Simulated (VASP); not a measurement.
The system is InSb.

```xyz
2
Lattice="0.0000 3.2391 3.2391 3.2391 0.0000 3.2391 3.2391 3.2391 0.0000" Properties=species:S:1:pos:R:3 pbc="T T T"
In    0.0000    0.0000    0.0000
Sb    1.6196    1.6196    1.6196
```

| Quantity | Value |
| --- | --- |
| Program | VASP 6.6.1 |
| Task | relaxation of cell and atoms |
| Functional | PBE |
| Dispersion | D3(BJ) |
| Potentials or basis | VASP PAW PBE potentials, release 64 (In_d, Sb) |
| Cutoff | 600 eV |
| k mesh | 10 × 10 × 10 |
| Occupations | gaussian, width 0.03 eV |
| Spin | no spin polarisation |

At the start: pressure 1.4 GPa; volume 33.98 Å³/atom.

Task: Where does the relaxation end?

Result: Over 3 steps the energy falls by 4.3 meV/atom and the volume is 35.03 Å³/atom (+3.1 %); space group F-43m (No. 216, to 0.05 Å).

The path:
```tsv
step	energy change (eV)	largest force (eV/Å)	pressure (GPa)	volume (Å³)
1	0.0000	0.0000	1.36	67.97
2	-0.0075	0.0000	-0.46	70.85
3	-0.0086	0.0000	-0.01	70.06
```

Final structure:
```cif
data_structure
_symmetry_space_group_name_H-M 'P 1'
_symmetry_Int_Tables_number 1
_cell_length_a 4.6272
_cell_length_b 4.6272
_cell_length_c 4.6272
_cell_angle_alpha 60.000
_cell_angle_beta 60.000
_cell_angle_gamma 60.000
_cell_volume 70.06
loop_
_atom_site_label
_atom_site_type_symbol
_atom_site_fract_x
_atom_site_fract_y
_atom_site_fract_z
_atom_site_occupancy
In1 In 0.00000 0.00000 0.00000 1
Sb1 Sb 0.25000 0.25000 0.25000 1
```

Caveat: pairwise dispersion overbinds metals, which lowers pressure and volume.
